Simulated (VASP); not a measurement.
An input for Quantum ESPRESSO's pw.x (written as the equivalent of a VASP run, and not itself run):

```
&CONTROL
  calculation = 'vc-relax'
  pseudo_dir = './pseudo'
  outdir = './out'
  tprnfor = .true.
  tstress = .true.
  nstep = 60
  forc_conv_thr = 0.00078
/
&SYSTEM
  ibrav = 0
  nat = 6
  ntyp = 3
  ecutwfc = 96
  occupations = 'smearing'
  smearing = 'methfessel-paxton'
  degauss = 0.00735
  input_dft = 'vdw-df2-b86r'
  nspin = 2
  starting_magnetization(1) = 0.3
  starting_magnetization(2) = -0.3
/
&ELECTRONS
  conv_thr = 7.3e-08
  electron_maxstep = 100
/
&IONS
/
&CELL
/
ATOMIC_SPECIES
  Mn1 54.938 Mn.upf
  Mn2 54.938 Mn.upf
  O 15.999 O.upf
CELL_PARAMETERS angstrom
     4.3702201   -0.0000000    0.0000000
    -0.0000000    4.3702201    0.0000000
     0.0000000    0.0000000    2.8377851
ATOMIC_POSITIONS crystal
  Mn1  0.0000000  0.0000000  0.0000000
  Mn2  0.5000000  0.5000000  0.5000000
  O    0.3033582  0.3033582  0.0000000
  O    0.8033582  0.1966418  0.5000000
  O    0.1966418  0.8033582  0.5000000
  O    0.6966418  0.6966418  1.0000000
K_POINTS automatic
  6 6 10 0 0 0
```

### Question
Write the VASP files for the same calculation (rev-vdW-DF2).

### Answer
Several could match; the one computed here: 
### POSCAR
```
MnO2
1.0
  4.3702201021   0.0000000000   0.0000000000
  0.0000000000   4.3702201021   0.0000000000
  0.0000000000   0.0000000000   2.8377850820
Mn O
2 4
Direct
  0.0000000000   0.0000000000   0.0000000000
  0.5000000000   0.5000000000   0.5000000000
  0.3033582004   0.3033582004   0.0000000000
  0.8033582004   0.1966417996   0.5000000000
  0.1966417996   0.8033582004   0.5000000000
  0.6966417996   0.6966417996   1.0000000000
```

### INCAR
```
NELM = 100   ! most electronic steps
ISIF = 3   ! ions, shape and volume
SIGMA = 0.1   ! width (eV)
LORBIT = 10
LUSE_VDW = T
PREC = Accurate
LMAXMIX = 4   ! l cut-off of mixed one-centre charges
AGGAC = 0.0
MAGMOM = 3.0 -3.0 0.0 0.0 0.0 0.0
IBRION = 2
NSW = 60
LREAL = F   ! projection in real space or not
LASPH = T
PARAM1 = 0.1234568
SYSTEM = MnO2
LCHARG = F
GGA = MK
ISMEAR = 1   ! Methfessel-Paxton
ENCUT = 520
EDIFFG = -0.02
EDIFF = 1E-6   ! SCF stop (eV)
LWAVE = F
ISPIN = 2   ! spin-polarised
ZAB_VDW = -1.8867
ALGO = Normal   ! blocked Davidson
PARAM2 = 0.7114
```

File KPOINTS:
```
Regular mesh
0
Gamma
 6 6 10
0 0 0
```

POTCAR, in this order: Mn_pv O (PBE.64 set). Program: vasp_std.

What does not carry over: the potentials are each code's own (VASP's PAW set, PseudoDojo norm-conserving files in pw.x), so ENCUT and ecutwfc are chosen apart and not converted; conv_thr bounds pw.x's estimated SCF error, while EDIFF bounds the energy change between steps; starting_magnetization is a fraction of the valence charge and MAGMOM a moment in μB, so they match only roughly; forc_conv_thr acts on force components and is met together with etot_conv_thr.

The compound is MnO2 in the rutile structure. This run relaxes it. Symmetry was kept, so distortions that lower it aren't found. The start is the result of an earlier pass.
